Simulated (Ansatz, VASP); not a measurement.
# CePbSe3 in two plane-wave programs, part 2 of 2

Wanted: the spread between two codes on one cell, functional and k mesh. The cell is generated by rule, not measured, and may not be a known phase. The two relaxations start from unlike cells of this crystal (the structure described is Ansatz's start), so only their ends are compared.

VASP 6.6.1 and Ansatz 0.2.0.

So far: The starting structure; Ansatz: relaxation of cell and atoms, PBE.

**3. VASP: relaxation of cell and atoms, PBE**

Level of this step: PBE, no spin polarisation; plane waves and PAW (Pb_d, Ce, Se); invented cell (VASP).

Its own start cell and the same functional, mesh and smearing now go to VASP, with its own data sets.

Lines of VASP's logs that name or quote its potential files are left out, and so is its time.

INCAR reads:

```
SYSTEM = CePbSe3
PREC = Accurate
ENCUT = 500
EDIFF = 1E-07
NELM = 200
ISMEAR = 0
SIGMA = 0.01
LREAL = .FALSE.
ALGO = Normal
GGA = PE
NBANDS = 54
LASPH = .TRUE.
LORBIT = 11
LWAVE = .FALSE.
LCHARG = .FALSE.
ISIF = 3
IBRION = 2
NSW = 80
EDIFFG = -0.005
GGA_COMPAT = .FALSE.
NELMIN = 4
EFERMI = MIDGAP
LMAXMIX = 6
KPAR = 2
```

POSCAR reads:

```
CePbSe3
1.0
   -5.5625674489      0.0000000000      0.0000000000
    0.0000000000     -5.3047048879     -5.3047048879
    0.0000000000     -5.3047048879      5.3047048879
Pb Ce Se
2 2 6
Direct
    0.0000000000      0.5000000000      0.5000000000
    0.0000000000      0.0000000000      0.0000000000
    0.5000000907      0.0000000000      0.5000000907
    0.5000000907      0.5000000907      0.0000000000
    0.5000000907      0.1579734527      0.1579734527
    0.5000000907      0.8420266380      0.8420266380
    0.5000000907      0.3420265473      0.6579734527
    0.5000000907      0.6579734527      0.3420265473
    0.0000000000      0.0000000000      0.5000000907
    0.0000000000      0.5000000907      0.0000000000
```

KPOINTS reads:

```
Automatic mesh
0
Gamma
6 4 4
0 0 0
```

The projector-augmented-wave data sets are Pb_d, Ce and Se (PBE family, release 64).

Command:

```
$ mpirun -np 2 vasp_std
```

Numbers of over 12 decimals in the logs are rounded to 6 here.

The program printed:

```text
[banner, memory and clock lines left out]
running    2 mpi-ranks, on    1 nodes
 distrk:  each k-point on    1 cores,    2 groups
 distr:  one band on    1 cores,    1 groups

 POSCAR found type information on POSCAR PbCeSe
 POSCAR found :  3 types and      10 ions
 LDA part: xc-table for (Slater+PW92), standard interpolation
 POSCAR, INCAR and KPOINTS ok, starting setup
 FFT: planning ... GRIDC
 FFT: planning ... GRID_SOFT
 FFT: planning ... GRID
 WAVECAR not read
 entering main loop
       N       E                     dE             d eps       ncg     rms          rms(c)
DAV:   1     0.940924282988E+03    0.94092E+03   -0.35717E+04  2592   0.161E+03
DAV:   2     0.181142079621E+03   -0.75978E+03   -0.72520E+03  2648   0.400E+02
DAV:   3    -0.266771903023E+02   -0.20782E+03   -0.19502E+03  3896   0.203E+02
DAV:   4    -0.516361567670E+02   -0.24959E+02   -0.24349E+02  3416   0.648E+01
DAV:   5    -0.536702539834E+02   -0.20341E+01   -0.20263E+01  4242   0.187E+01    0.192E+01
DAV:   6    -0.547752927944E+02   -0.11050E+01   -0.44236E+01  3940   0.223E+01    0.334E+01
DAV:   7    -0.515963489083E+02    0.31789E+01   -0.10130E+02  4398   0.453E+01    0.143E+01
DAV:   8    -0.521773854404E+02   -0.58104E+00   -0.84652E+00  4180   0.137E+01    0.930E+00
DAV:   9    -0.513279676891E+02    0.84942E+00   -0.87233E-01  3524   0.473E+00    0.731E+00
DAV:  10    -0.504836461125E+02    0.84432E+00   -0.95480E-01  4060   0.436E+00    0.518E+00
DAV:  11    -0.502098504556E+02    0.27380E+00   -0.32403E-01  4422   0.236E+00    0.381E+00
DAV:  12    -0.501865071121E+02    0.23343E-01   -0.31300E-02  4738   0.690E-01    0.364E+00
DAV:  13    -0.500615961979E+02    0.12491E+00   -0.11414E-01  4024   0.141E+00    0.275E+00
DAV:  14    -0.499727411580E+02    0.88855E-01   -0.18321E+00  3700   0.525E+00    0.210E+00
[...]
DAV:  21    -0.499332227450E+02    0.53521E-05   -0.30453E-05  4348   0.285E-02    0.261E-02
DAV:  22    -0.499332268980E+02   -0.41530E-05   -0.14733E-04  3948   0.508E-02    0.244E-02
DAV:  23    -0.499332299716E+02   -0.30735E-05   -0.46899E-06  3866   0.956E-03    0.249E-02
DAV:  24    -0.499332232782E+02    0.66934E-05   -0.16025E-05  4070   0.193E-02    0.998E-03
DAV:  25    -0.499332222229E+02    0.10552E-05   -0.23314E-06  4016   0.654E-03    0.574E-03
DAV:  26    -0.499332215878E+02    0.63516E-06   -0.11785E-06  2838   0.467E-03    0.189E-03
DAV:  27    -0.499332214461E+02    0.14165E-06   -0.36543E-07  2748   0.272E-03    0.659E-04
DAV:  28    -0.499332213946E+02    0.51563E-07   -0.25402E-07  2498   0.260E-03
   1 F= -.49933221E+02 E0= -.49933221E+02  d E =-.499332E+02
 curvature:   0.00 expect dE= 0.000E+00 dE for cont linesearch  0.000E+00
 trial: gam= 0.00000 g(F)=  0.972E-07 g(S)=  0.479E-04 ort = 0.000E+00 (trialstep = 0.100E+01)
 search vector abs. value=  0.480E-04
 bond charge predicted
       N       E                     dE             d eps       ncg     rms          rms(c)
DAV:   1    -0.499337562169E+02   -0.53477E-03   -0.12034E-02  3840   0.891E-01    0.202E-01
DAV:   2    -0.499358501806E+02   -0.20940E-02   -0.26269E-02  3896   0.759E-01    0.510E-01
DAV:   3    -0.499332646526E+02    0.25855E-02   -0.19612E-02  3950   0.632E-01    0.655E-02
DAV:   4    -0.499332374143E+02    0.27238E-04   -0.71929E-04  3392   0.155E-01    0.225E-02
DAV:   5    -0.499332378786E+02   -0.46431E-06   -0.63051E-05  3974   0.419E-02    0.103E-02
DAV:   6    -0.499332379138E+02   -0.35174E-07   -0.74918E-06  3994   0.186E-02    0.833E-03
DAV:   7    -0.499332380030E+02   -0.89252E-07   -0.15603E-06  3766   0.564E-03    0.483E-03
DAV:   8    -0.499332382175E+02   -0.21451E-06   -0.15700E-06  3612   0.493E-03    0.145E-03
DAV:   9    -0.499332383020E+02   -0.84435E-07   -0.14306E-07  1956   0.242E-03
   2 F= -.49933238E+02 E0= -.49933238E+02  d E =-.169074E-04
 trial-energy change:   -0.000017  1 .order   -0.000020   -0.000048    0.000009
 step:   0.8012(harm=  0.8494)  dis= 0.00003  next Energy=   -49.933239 (dE=-0.178E-04)
 bond charge predicted
       N       E                     dE             d eps       ncg     rms          rms(c)
DAV:   1    -0.499332601445E+02   -0.21927E-04   -0.47748E-04  3840   0.177E-01    0.410E-02
DAV:   2    -0.499333442610E+02   -0.84117E-04   -0.10680E-03  3894   0.154E-01    0.100E-01
DAV:   3    -0.499332405790E+02    0.10368E-03   -0.75904E-04  3916   0.122E-01    0.124E-02
DAV:   4    -0.499332393716E+02    0.12074E-05   -0.27824E-05  3300   0.306E-02    0.472E-03
DAV:   5    -0.499332391446E+02    0.22707E-06   -0.25397E-06  3840   0.858E-03    0.214E-03
DAV:   6    -0.499332390373E+02    0.10723E-06   -0.24984E-07  2354   0.362E-03    0.200E-03
DAV:   7    -0.499332389389E+02    0.98392E-07   -0.64468E-08  1754   0.172E-03
   3 F= -.49933239E+02 E0= -.49933239E+02  d E =-.175444E-04
 curvature:  -0.38 expect dE=-0.432E-05 dE for cont linesearch -0.619E-07
 trial: gam= 0.29384 g(F)=  0.132E-06 g(S)=  0.112E-04 ort =-0.279E-05 (trialstep = 0.960E+00)
 search vector abs. value=  0.138E-04
 reached required accuracy - stopping structural energy minimisation
```

OUTCAR, selected parts (step 3):

```text
ion  position               nearest neighbor table
   1  0.000  0.500  0.500-   7 3.25   8 3.25   7 3.25   8 3.25
   2  0.000  0.000  0.000-   6 3.25   5 3.25   6 3.25   5 3.25
   3  0.500  0.000  0.500-   9 2.78   9 2.78   6 2.83   7 2.83   8 2.83   5 2.83
   4  0.500  0.500  0.000-  10 2.78  10 2.78   6 2.83   8 2.83   7 2.83   5 2.83
   5  0.500  0.158  0.158-   3 2.83   4 2.83   2 3.25   2 3.25
   6  0.500  0.842  0.842-   3 2.83   4 2.83   2 3.25   2 3.25
   7  0.500  0.342  0.658-   3 2.83   4 2.83   1 3.25   1 3.25
   8  0.500  0.658  0.342-   4 2.83   3 2.83   1 3.25   1 3.25
   9  0.000  0.000  0.500-   3 2.78   3 2.78
  10  0.000  0.500  0.000-   4 2.78   4 2.78

  LATTYP: Found a simple tetragonal cell.
 ALAT       =     7.5019855969
 C/A-ratio  =     0.7414793560

 Subroutine GETGRP returns: Found 16 space group operations
 (whereof  8 operations were pure point group operations)

The static configuration has the point symmetry D_2h.
 The point group associated with its full space group is D_4h.

 Found     24 irreducible k-points:

   k-points           NKPTS =     24   k-points in BZ     NKDIM =     24   number of bands    NBANDS=     54

   dimension x,y,z NGX =    42 NGY =   56 NGZ =   56
   dimension x,y,z NGXF=    84 NGYF=  112 NGZF=  112

   ENCUT  =  500.0 eV  36.75 Ry    6.06 a.u.  10.14 13.68 13.68*2*pi/ulx,y,z

   NELECT =      88.0000    total number of electrons

 k-points in reciprocal lattice and weights: Automatic mesh
   0.00000000  0.00000000  0.00000000       0.010
   0.16666667  0.00000000  0.00000000       0.021
   0.33333333  0.00000000  0.00000000       0.021
   0.50000000  0.00000000  0.00000000       0.010
   0.00000000  0.25000000  0.00000000       0.042
   0.16666667  0.25000000  0.00000000       0.083
   0.33333333  0.25000000  0.00000000       0.083
   0.50000000  0.25000000  0.00000000       0.042
   0.00000000  0.50000000  0.00000000       0.021
[...]
0.33333333  0.50000000  0.50000000       0.021
   0.50000000  0.50000000  0.50000000       0.010

 average (electrostatic) potential at core
       1 -94.4317       2 -94.4318       3 -80.4717       4 -80.4717       5 -53.7615
       6 -53.7616       7 -53.7615       8 -53.7615       9 -53.9161      10 -53.9161

 E-fermi :   3.6213

 k-point     1 :       0.0000    0.0000    0.0000
  band No.  band energies     occupation
    ...
     40       2.4597      2.00000
     41       2.4597      2.00000
     42       2.5531      2.00000
     43       3.1352      2.00000
     44       3.1352      2.00000
     45       4.0727      0.00000
     46       4.1013      0.00000
     47       4.1420      0.00000
     48       4.1714      0.00000
     49       4.1714      0.00000
    ...

 k-point     2 :       0.1667    0.0000    0.0000
  band No.  band energies     occupation
    ...
     40       2.3286      2.00000
     41       2.4976      2.00000
     42       2.4976      2.00000
     43       3.1514      2.00000
     44       3.1514      2.00000
     45       4.0760      0.00000
     46       4.0994      0.00000
     47       4.1407      0.00000
     48       4.1753      0.00000
     49       4.1753      0.00000
    ...

 k-point     3 :       0.3333    0.0000    0.0000
  band No.  band energies     occupation
    ...
     40       2.4876      2.00000
     41       3.0676      2.00000
     42       3.0676      2.00000
     43       3.2016      2.00000
     44       3.2016      2.00000
     45       4.0879      0.00000
     46       4.0955      0.00000
     47       4.1383      0.00000
     48       4.1602      0.00000
     49       4.1602      0.00000
    ...

  Total        0.0475306      0.0054893      0.0054893      0.0000000      0.0000000      0.0000000
  in kB        0.2433802      0.0281080      0.0281080      0.0000000      0.0000000      0.0000000
  external PRESSURE =       0.0998654 kB  Pullay stress =       0.0000000 kB

  energy-cutoff  :      500.00
  volume of cell :      312.90
      direct lattice vectors                 reciprocal lattice vectors
    -5.562665809  0.000000000  0.000000000    -0.179769922  0.000000000  0.000000000
     0.000000000 -5.303261167 -5.303261167     0.000000000 -0.094281610 -0.094281610
     0.000000000 -5.303261167  5.303261167     0.000000000 -0.094281610  0.094281610

 POSITION                                       TOTAL-FORCE (eV/Angst)
 -----------------------------------------------------------------------------------
      0.00000     -5.30326      0.00000         0.000000      0.000000     -0.000000
      0.00000     -0.00000     -0.00000         0.000000      0.000000     -0.000000
     -2.78133     -2.65163      2.65163         0.000000      0.000000     -0.000000
     -2.78133     -2.65163     -2.65163         0.000000      0.000000     -0.000000
     -2.78133     -1.67558      0.00000         0.000000      0.000828     -0.000000
     -2.78133     -8.93095      0.00000         0.000000     -0.000828     -0.000000
     -2.78133     -5.30326      1.67558         0.000000     -0.000000     -0.000828
     -2.78133     -5.30326     -1.67558         0.000000      0.000000      0.000828
      0.00000     -2.65163      2.65163         0.000000     -0.000000      0.000000
      0.00000     -2.65163     -2.65163         0.000000      0.000000     -0.000000
 -----------------------------------------------------------------------------------
    total drift:                                0.002249      0.002166     -0.000000

  FREE ENERGIE OF THE ION-ELECTRON SYSTEM (eV)
  ---------------------------------------------------
  free  energy   TOTEN  =       -49.9332389389 eV

  energy  without entropy=      -49.9332389389  energy(sigma->0) =      -49.93323894

 reached required accuracy - stopping structural energy minimisation

 total charge
# of ion       s       p       d       f       tot
--------------------------------------------------
    1        1.486   0.389   9.830   0.000  11.704
    2        1.486   0.389   9.830   0.000  11.704
    3        2.041   5.735   0.853   1.017   9.647
    4        2.041   5.735   0.853   1.017   9.647
    5        1.463   2.377   0.014   0.000   3.854
    6        1.463   2.377   0.014   0.000   3.854
    7        1.463   2.377   0.014   0.000   3.854
    8        1.463   2.377   0.014   0.000   3.854
    9        1.462   2.382   0.010   0.000   3.854
   10        1.462   2.382   0.010   0.000   3.854
--------------------------------------------------
tot         15.831  26.520  21.442   2.034  65.826

[... 3 further parts left out ...]
```

CONTCAR:

```
CePbSe3
   1.00000000000000
    -5.5626658091439873    0.0000000000000000    0.0000000000000000
     0.0000000000000000   -5.3032611673137389   -5.3032611673137389
     0.0000000000000000   -5.3032611673137389    5.3032611673137389
  Pb              Ce              Se
     2     2     6
Direct
     0.0000000000000000    0.5000000000000000    0.5000000000000000
     0.0000000000000000    0.0000000000000000    0.0000000000000000
     0.5000000906999986    0.0000000000000000    0.5000000906999986
     0.5000000906999986    0.5000000906999986    0.0000000000000000
     0.5000000906999986    0.1579760379083193    0.1579760379083193
     0.5000000906999986    0.8420240527916794    0.8420240527916794
     0.5000000906999986    0.3420239620916807    0.6579760379083193
     0.5000000906999986    0.6579760379083193    0.3420239620916807
     0.0000000000000000    0.0000000000000000    0.5000000906999986
     0.0000000000000000    0.5000000906999986    0.0000000000000000
```

This run has no spin polarisation, so a moment on Ce, if there is one, isn't seen. Without U or exact exchange, f electrons of an open shell come out too delocalised. The run keeps the 16 symmetry operations of its start, so it cannot find a distortion of lower symmetry.

**4. Comparison**

Known differences besides the potentials themselves: the data sets hold 148 valence electrons in Ansatz (on its PAW soft_1 files) and 88 in VASP; the cutoff is 420 eV in Ansatz and 500 eV in VASP; Ansatz adds a Pulay correction to the stress that steers its cell, VASP none. Total energies have different zeros and are not compared.

The two programs side by side:

```
                                         quantity  Ansatz    VASP  difference
                                      volume (Å³)  313.16  312.90     +0.08 %
edge a after relaxation, in the typed setting (Å)   5.564   5.563     +0.02 %
edge b after relaxation, in the typed setting (Å)   7.503   7.500     +0.03 %
```

**5. Summary of results**

* difference in volume (relaxation of cell and atoms, PBE): 0.084 %

What this shows: The difference in volume is 0.084 % (relaxation of cell and atoms, PBE), within the 1.2 % picked in this series as the mark of a large difference, as far as the stopping tolerances let one tell. The data sets hold unlike numbers of valence electrons (148 in Ansatz and 88 in VASP), so part of the differences comes from the potentials. Such differences can come from data sets, numerical settings and the points named under the comparisons, not from the functional's error against experiment.

[Lines on the potential files, build, host, timing and source positions are cut from VASP's logs without a mark.]

[Logs are printed without paths, hosts, clocks, repeated set-up lines and the standing remarks that a program may print on its own settings, such as how far it seeks lower states.]

[Hosts, paths, dates, database ids (printed as entryN), source tags and the programs' standing remarks are cut or masked in the printed files.]
